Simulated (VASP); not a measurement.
# TaN: how cutoff and mesh change the relaxed cell, part 2 of 2

Aim: test the relaxed volume of TaN against cutoff and mesh. The starting structure is a computed structure from the Materials Project. The first relaxation on each setting starts from this cell expanded by 3 % in volume.

VASP 6.6.1.

Results so far: reference 10.50 Å³ an atom; a cutoff of 400 eV 10.40 Å³ an atom; a 10×10×10 mesh 10.50 Å³ an atom.

### 5. Relaxation with a cutoff of 680 eV

Level of this step: PBEsol; plane waves and PAW (Ta_pv, N) (VASP).

Against step 2 the input has ENCUT = 680. This run starts from the cell of an earlier relaxation, which isn't shown; the restart sets up the plane waves anew.

INCAR

```
SYSTEM = TaN
PREC = Accurate
ENCUT = 680
EDIFF = 1E-06
NELM = 100
ISMEAR = 1
SIGMA = 0.15
LREAL = .FALSE.
ALGO = Normal
GGA = PS
NBANDS = 14
LASPH = .TRUE.
LORBIT = 11
LWAVE = .FALSE.
LCHARG = .FALSE.
KPAR = 8
IBRION = 2
NSW = 50
ISIF = 3
EDIFFG = -0.006
```

POSCAR

```
TaN
1.0
    0.0000000000      2.1896026324      2.1896026324
    2.1896026324      0.0000000000      2.1896026324
    2.1896026324      2.1896026324      0.0000000000
Ta N
1 1
Direct
    0.5000000000      0.5000000000      0.5000000000
    0.0000000000      0.0000000000      0.0000000000
```

KPOINTS

```
Automatic mesh
0
Gamma
18 18 18
0 0 0
```

The projector-augmented-wave data sets are Ta_pv and N (PBE family, release 64).

Run with:

```
> mpirun -np 8 vasp_std
```

What it wrote:

```text
[... set-up lines as in an earlier step ...]
 entering main loop
       N       E                     dE             d eps       ncg     rms          rms(c)
DAV:   1     0.105161262566E+03    0.10516E+03   -0.10535E+04  5460   0.149E+03
DAV:   2    -0.222334864609E+02   -0.12739E+03   -0.11988E+03  6614   0.372E+02
DAV:   3    -0.259848643812E+02   -0.37514E+01   -0.37011E+01  6534   0.603E+01
DAV:   4    -0.260084730237E+02   -0.23609E-01   -0.23501E-01  6294   0.493E+00
[...]
DAV:  10    -0.232184064738E+02    0.13760E-03   -0.60761E-04  7368   0.304E-01    0.159E-01
DAV:  11    -0.232183553501E+02    0.51124E-04   -0.87042E-05  6270   0.100E-01    0.212E-02
DAV:  12    -0.232183552600E+02    0.90160E-07   -0.43390E-06  7050   0.221E-02
   1 F= -.23218355E+02 E0= -.23218135E+02  d E =-.232184E+02
[...]
reached required accuracy - stopping structural energy minimisation
```

Run time: 19 s. Hardware: 8 MPI ranks of Intel Xeon Platinum 8488C (Sapphire Rapids), shared host; peak memory 1.9 GiB; 2.4 min of CPU time.

From OUTCAR (step 5):

```text
  Total       -0.0073547     -0.0073547     -0.0073547     -0.0000000      0.0000000      0.0000000
  in kB       -0.5612400     -0.5612400     -0.5612400     -0.0000000      0.0000000      0.0000000
  external PRESSURE =      -0.5612400 kB  Pullay stress =       0.0000000 kB

 POSITION                                       TOTAL-FORCE (eV/Angst)
 -----------------------------------------------------------------------------------
      2.18960      2.18960      2.18960         0.000000      0.000000      0.000000
      0.00000      0.00000      0.00000        -0.000000     -0.000000     -0.000000
 -----------------------------------------------------------------------------------
    total drift:                                0.000000      0.000000      0.000000

  FREE ENERGIE OF THE ION-ELECTRON SYSTEM (eV)
  ---------------------------------------------------
  free  energy   TOTEN  =       -23.2183552600 eV

  energy  without entropy=      -23.2176958330  energy(sigma->0) =      -23.21813545

[... 2 parts as in an earlier step ...]

[... 2 further parts left out ...]
[key lines of the parts left out:]
E-fermi :   9.5339
```

With a cutoff of 680 eV the cell ends at 10.498 Å³ an atom, -0.02 % from the reference; the bulk modulus is 358.7 GPa against 358.2 GPa.

### 6. Relaxation with a 24×24×24 mesh

Against step 2 the input has a 24×24×24 mesh. This run starts from the cell of an earlier relaxation, which isn't shown; the restart sets up the plane waves anew.

Edit INCAR of step 5 so:

```diff
@@ -2,3 +2,3 @@
 PREC = Accurate
-ENCUT = 680
+ENCUT = 520
 EDIFF = 1E-06
```

POSCAR

```
TaN
1.0
    0.0000000000      2.1898071606      2.1898071606
    2.1898071606      0.0000000000      2.1898071606
    2.1898071606      2.1898071606      0.0000000000
Ta N
1 1
Direct
    0.5000000000      0.5000000000      0.5000000000
    0.0000000000      0.0000000000      0.0000000000
```

KPOINTS

```
Automatic mesh
0
Gamma
24 24 24
0 0 0
```

Run with:

```
> mpirun -np 8 vasp_std
```

What it wrote:

```text
[... set-up lines as in an earlier step ...]
 entering main loop
       N       E                     dE             d eps       ncg     rms          rms(c)
DAV:   1     0.888272455325E+02    0.88827E+02   -0.89749E+03 11572   0.121E+03
DAV:   2    -0.230105577664E+02   -0.11184E+03   -0.10568E+03 14320   0.316E+02
DAV:   3    -0.259863454641E+02   -0.29758E+01   -0.29512E+01 13164   0.480E+01
DAV:   4    -0.260011557002E+02   -0.14810E-01   -0.14800E-01 13612   0.355E+00
[...]
DAV:  10    -0.232114375772E+02    0.14659E-03   -0.49309E-04 15770   0.277E-01    0.104E-01
DAV:  11    -0.232114080932E+02    0.29484E-04   -0.57017E-05 13180   0.782E-02    0.176E-02
DAV:  12    -0.232114080190E+02    0.74106E-07   -0.32459E-06 14852   0.177E-02
   1 F= -.23211408E+02 E0= -.23211099E+02  d E =-.232114E+02
[...]
reached required accuracy - stopping structural energy minimisation
```

Wall time 17 s (8 MPI ranks); peak memory 1.9 GiB; 2.1 min of CPU time.

From OUTCAR (step 6):

```text
  Total       -0.0005521     -0.0005521     -0.0005521      0.0000000     -0.0000000      0.0000000
  in kB       -0.0421176     -0.0421176     -0.0421176      0.0000000     -0.0000000      0.0000000
  external PRESSURE =      -0.0421176 kB  Pullay stress =       0.0000000 kB

 POSITION                                       TOTAL-FORCE (eV/Angst)
 -----------------------------------------------------------------------------------
      2.18981      2.18981      2.18981        -0.000000      0.000000     -0.000000
      0.00000      0.00000      0.00000         0.000000     -0.000000      0.000000
 -----------------------------------------------------------------------------------
    total drift:                                0.000000     -0.000000     -0.000000

  FREE ENERGIE OF THE ION-ELECTRON SYSTEM (eV)
  ---------------------------------------------------
  free  energy   TOTEN  =       -23.2114080190 eV

  energy  without entropy=      -23.2104819397  energy(sigma->0) =      -23.21109933

[... 1 part as in an earlier step ...]

[... 3 further parts left out ...]
[key lines of the parts left out:]
E-fermi :   9.5168
```

With a 24×24×24 mesh the cell ends at 10.501 Å³ an atom, +0.01 % from the reference; the bulk modulus is 358.1 GPa against 358.2 GPa.

### 7. The runs compared

```csv
run,volume (Å³/atom),change (%),bulk modulus (GPa),pressure left (GPa),core minutes
reference,10.5,-,358.2,-0.01,6.29
a cutoff of 400 eV,10.401,-0.94,368.5,0.0,7.39
a 10×10×10 mesh,10.498,-0.02,358.4,0.0,3.31
a cutoff of 680 eV,10.498,-0.02,358.7,-0.06,13.7
a 24×24×24 mesh,10.501,0.01,358.1,0.0,11.7
```

Core minutes are wall time times ranks, summed over the relaxations behind a row (those for a bulk modulus apart), on shared hosts.

### 8. Outcome

- volume of the reference: 10.50 Å³/atom
- volume against the reference, a cutoff of 400 eV: -0.94 %
- volume against the reference, a 10×10×10 mesh: -0.02 %
- volume against the reference, a cutoff of 680 eV: -0.02 %
- volume against the reference, a 24×24×24 mesh: +0.01 %

In words: The volume moves most with a cutoff of 400 eV: -0.94 % against the reference (520 eV, 18×18×18 mesh). On finer settings it changes by -0.02 % with a cutoff of 680 eV and +0.01 % with a 24×24×24 mesh. The relaxations stop with up to 0.06 GPa left, which at the bulk modulus found here is 0.02 % of the volume. That understates it: a restart alone still moved the volume by up to 0.3 %. A cell that shrinks at the lower cutoff is the usual mark of Pulay stress, the error that a plane-wave basis makes when it is kept while the volume changes. The bulk modulus is more sensitive: it changes by +2.9 % with a cutoff of 400 eV. Further runs on this material are not shown.

[Lines on the potential files, build, host, timing and source positions are cut from VASP's logs without a mark.]

[Logs are printed without paths, hosts, clocks, repeated set-up lines and the standing remarks that a program may print on its own settings, such as how far it seeks lower states.]

[Hosts, paths, dates, database ids (printed as entryN), source tags and the programs' standing remarks are cut or masked in the printed files.]
